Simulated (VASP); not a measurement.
Write the native input for VASP 6.6.1 that does the following.

| Property | Result |
| --- | --- |
| Task | relaxation of cell and atoms |
| Functional | PBE |
| Potentials or basis | VASP PAW PBE potentials, release 64 (Bi_d) |
| Cutoff | 600 eV |
| k mesh | 12 × 12 × 12 |
| Occupations | methfessel-paxton, width 0.1 eV |
| Spin | no spin polarisation |
| Further INCAR settings | ALGO = Normal; EDIFF = 1e-06; IBRION = 2; EDIFFG = -0.01; NSW = 90; ISIF = 3 |

The structure of Bi lies in POSCAR:

```
Bi
1.0
    2.2675000000      1.3091417354      3.9380000000
   -2.2675000000      1.3091417354      3.9380000000
    0.0000000000     -2.6182834708      3.9380000000
Bi
2
Direct
    0.2340000000      0.2340000000      0.2340000000
    0.7660000000      0.7660000000      0.7660000000
```

These files were run (other wordings do the same):

INCAR

```
PREC = Accurate ; ENCUT = 600
EDIFF = 1E-6 ; ISMEAR = 1
SIGMA = 0.1 ; LREAL = False
LASPH = True ; NELM = 80
ALGO = Normal ; ISIF = 3
LWAVE = False ; LCHARG = False
GGA = PE ; IBRION = 2
NSW = 90 ; EDIFFG = -0.01
```

KPOINTS

```
Automatic mesh
0
Gamma
  12 12 12
```

Potentials or basis: VASP PAW PBE potentials, release 64 (Bi_d).

Command:

```console
$ cat potpaw_PBE.64/Bi_d/POTCAR > POTCAR
$ mpirun -np 1 vasp_std > vasp.out
```

Results of the run:

* Relaxed volume: 36.81 Å³/atom
* Relaxed cell: a = 4.834 Å, b = 4.834 Å, c = 4.834 Å, α = 56.62°, β = 56.62°, γ = 56.62°
* Space group after relaxing (to 0.05 Å): R-3m (No. 166)
* Energy gained by relaxing: 11.3 meV/atom
* Ionic steps: 10
* Pressure after relaxing: 0.0 GPa
* Band gap on the k mesh: none (metal or under the smearing width)

Caveat: spin-orbit coupling is left out, which moves the levels of the heavy elements.

It took 24 min on 1 thread of Intel(R) Xeon(R) Platinum 8488C (Sapphire Rapids), on a shared host, peak memory 0.44 GiB.
